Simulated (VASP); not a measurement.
Here is the system:

```yaml
crystal:
  lattice:
    - [0.00000, 2.72557, 2.72557]
    - [2.72557, 0.00000, 2.72557]
    - [2.72557, 2.72557, 0.00000]
  atoms:
    - { symbol: Si, position: [0.25000, 0.25000, 0.25000] }
    - { symbol: Si, position: [0.75000, 0.75000, 0.75000] }
    - { symbol: Ni, position: [0.00000, 0.00000, 0.00000] }
```

Level of theory: PBE GGA with spin-orbit coupling, VASP's PBE PAW potentials (set 64) (plane waves; VASP 6.6.1). Numerical set-up: 400 eV cut-off, 9×9×9 Γ-centred mesh, Gaussian smearing of 0.050 eV, potentials Si Ni.

Task: Estimate the energy per atom (σ→0), band gap (over mesh and band path) with the smallest direct gap where there is one.

Result: 
```
Item                                                                  Result
----------------------------------  ----------------------------------------
band gap (over mesh and band path)  none (metal, semimetal or under 0.01 eV)
energy per atom (σ→0)                                         -5.794 eV/atom
```

Only differences to runs with the same potentials and settings are physical.

The compound is NiSi2 in the fluorite structure. It was relaxed first.
